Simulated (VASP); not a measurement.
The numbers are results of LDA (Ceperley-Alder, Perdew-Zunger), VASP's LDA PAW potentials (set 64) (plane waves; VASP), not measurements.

VASP input:

**INCAR**
```
ALGO  =  Normal
EDIFF  =  1E-7
ENCUT  =  650
IBRION  =  6
ISIF  =  3
ISMEAR  =  0
LASPH  =  .True.
LCHARG  =  .False.
LREAL  =  .False.
LWAVE  =  .False.
NELM  =  100
NFREE  =  2
NSW  =  1
POTIM  =  0.015
PREC  =  Accurate
SIGMA  =  0.05
SYSTEM  =  BP
```

KPOINTS:
```
Automatic mesh
0
Gamma
9 9 9
0 0 0
```

POSCAR:
```
BP
3.1746570
  0.0000000000   0.7071068446   0.7071068446
  0.7071068446   0.0000000000   0.7071068446
  0.7071068446   0.7071068446   0.0000000000
B P
1 1
Cartesian
  0.0000000000   0.0000000000   0.0000000000
  0.3535534223   0.3535534223   0.3535534223
```

POTCAR, in this order: B P (LDA.64 set). Program: vasp_std.

The run wrote:

**OUTCAR**
```


   1 f  =   24.572263 THz   154.392084 2PiTHz  819.642480 cm-1   101.622670 meV

   2 f  =   24.572263 THz   154.392084 2PiTHz  819.642480 cm-1   101.622670 meV

   3 f  =   24.572263 THz   154.392084 2PiTHz  819.642480 cm-1   101.622670 meV

   4 f/i=    0.000155 THz     0.000977 2PiTHz    0.005185 cm-1     0.000643 meV

   5 f/i=    0.000155 THz     0.000977 2PiTHz    0.005185 cm-1     0.000643 meV

   6 f/i=    0.000155 THz     0.000977 2PiTHz    0.005185 cm-1     0.000643 meV

 ELASTIC MODULI CONTR FROM IONIC RELAXATION (kBar)
 Direction    XX          YY          ZZ          XY          YZ          ZX
 --------------------------------------------------------------------------------
 XX          -0.0000      0.0000      0.0000      0.0000      0.0000      0.0000
 YY           0.0000     -0.0000      0.0000      0.0000      0.0000      0.0000
 ZZ           0.0000      0.0000     -0.0000      0.0000      0.0000      0.0000
 XY           0.0000      0.0000      0.0000   -234.7754      0.0000      0.0000
 YZ           0.0000      0.0000      0.0000      0.0000   -234.7754      0.0000
 ZX           0.0000      0.0000      0.0000      0.0000      0.0000   -234.7754
 --------------------------------------------------------------------------------

 TOTAL ELASTIC MODULI (kBar)
 Direction    XX          YY          ZZ          XY          YZ          ZX
 --------------------------------------------------------------------------------
 XX        3585.2537    841.9709    841.9709     -0.0000     -0.0000     -0.0000
 YY         841.9709   3585.2537    841.9709     -0.0000      0.0000     -0.0000
 ZZ         841.9709    841.9709   3585.2537     -0.0000     -0.0000      0.0000
 XY          -0.0000     -0.0000     -0.0000   1948.0559      0.0000      0.0000
 YZ          -0.0000      0.0000     -0.0000      0.0000   1948.0559      0.0000
 ZX          -0.0000     -0.0000      0.0000      0.0000      0.0000   1948.0559
 --------------------------------------------------------------------------------
```
(Selected blocks of OUTCAR.)

The structure comes from a computed database's BP entry (F-43m); how it stands against other phases isn't given here. It was relaxed first.
